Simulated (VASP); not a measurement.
An input for Quantum ESPRESSO's pw.x (written as the equivalent of a VASP run, and not itself run):

```
&CONTROL
  calculation = 'vc-relax'
  pseudo_dir = './pseudo'
  outdir = './out'
  tprnfor = .true.
  tstress = .true.
  nstep = 60
  forc_conv_thr = 0.00078
/
&SYSTEM
  ibrav = 0
  nat = 4
  ntyp = 1
  ecutwfc = 78
  occupations = 'smearing'
  smearing = 'gaussian'
  degauss = 0.003675
  input_dft = 'pz'
/
&ELECTRONS
  conv_thr = 7.3e-08
  electron_maxstep = 100
/
&IONS
/
&CELL
/
ATOMIC_SPECIES
  Ge 72.630 Ge.upf
CELL_PARAMETERS angstrom
     5.6053762   -0.0000000    0.0000000
     0.0000000    3.9738999    0.0000000
     0.0000000    0.0000000    3.9738999
ATOMIC_POSITIONS crystal
  Ge   0.0000000  0.0000000  0.0000000
  Ge   0.2500000  0.0000000  0.5000000
  Ge   0.5000000  0.5000000  0.5000000
  Ge   0.7500000  0.5000000  0.0000000
K_POINTS automatic
  4 5 5 0 0 0
```

Q: Write the VASP files for the same calculation (LDA).

A: One answer among several that fit: 
POSCAR:
```
Ge
1.0
  5.6053762021   0.0000000000   0.0000000000
  0.0000000000   3.9738999178   0.0000000000
  0.0000000000   0.0000000000   3.9738999178
Ge
4
Cart
  0.0000000000   0.0000000000   0.0000000000
  1.4013440505   0.0000000000   1.9869499589
  2.8026881011   1.9869499589   1.9869499589
  4.2040321516   1.9869499589   0.0000000000
```

### KPOINTS
```
Regular mesh
0
gamma
 4 5 5
0 0 0
```

### INCAR
```
SYSTEM = Ge
PREC = Accurate
ENCUT = 400
EDIFF = 1E-6
NELM = 100
ALGO = Normal
LREAL = .FALSE.
LASPH = .TRUE.
ISMEAR = 0
SIGMA = 0.05
LMAXMIX = 4
LWAVE = .FALSE.
LCHARG = .FALSE.
IBRION = 2
ISIF = 3
NSW = 60
EDIFFG = -0.02
```

POTCAR, in this order: Ge_d (LDA.64 set). Program: vasp_std.

What does not carry over: the potentials are each code's own (VASP's PAW set, PseudoDojo norm-conserving files in pw.x), so ENCUT and ecutwfc are chosen apart and not converted; conv_thr bounds pw.x's estimated SCF error, while EDIFF bounds the energy change between steps; forc_conv_thr acts on force components and is met together with etot_conv_thr.

The compound is Ge in the diamond structure. This run relaxes it. Symmetry was kept, so distortions that lower it aren't found. The start is the result of an earlier pass.
